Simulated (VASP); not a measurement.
Crystal: AlN.

```
Al N
1.0
     3.12859    0.00000    0.00000
    -1.56429    2.70944    0.00000
     0.00000    0.00000    5.01696
Al N
2 2
Direct
  0.66667 0.33333 0.49929
  0.33333 0.66667 0.99929
  0.66667 0.33333 0.88071
  0.33333 0.66667 0.38071
```

The cell is a database's computed one.

```yaml
Program: VASP 6.6.1
Task: relaxation of cell and atoms
Functional: r2SCAN
Dispersion: rVV10
Potentials_or_basis: VASP PAW PBE potentials, release 64 (Al, N)
Cutoff: 600 eV
k_mesh: 9 × 9 × 6
Occupations: gaussian, width 0.02 eV
Spin: no spin polarisation
```

At the start: pressure -5.4 GPa; volume 10.63 Å³/atom.

Q: How do energy, volume and symmetry change on relaxing?

A: Over 7 steps the energy falls by 4.7 meV/atom and the volume is 10.36 Å³/atom (-2.6 %); space group P6_3mc (No. 186, to 0.05 Å).

Step by step:
```tsv
step	energy change (eV)	largest force (eV/Å)	pressure (GPa)	volume (Å³)
1	0.0000	0.0024	-5.38	42.53
2	0.0002	0.0138	5.80	40.37
3	-0.0188	0.0059	-0.09	41.44
4	-0.0188	0.0061	0.02	41.41
5	-0.0188	0.0097	0.03	41.41
6	-0.0188	0.0107	0.03	41.41
7	-0.0188	0.0037	-0.03	41.42
```

Final structure:
```yaml
crystal:
  lattice:
    - [3.10222, 0.00000, 0.00000]
    - [-1.55111, 2.68660, 0.00000]
    - [0.00000, 0.00000, 4.96982]
  atoms:
    - { symbol: Al, position: [0.66667, 0.33333, 0.49911] }
    - { symbol: Al, position: [0.33333, 0.66667, 0.99911] }
    - { symbol: N, position: [0.66667, 0.33333, 0.88089] }
    - { symbol: N, position: [0.33333, 0.66667, 0.38089] }
```

Caveat: the PAW data sets were made with another functional, which shifts forces and pressure a little.
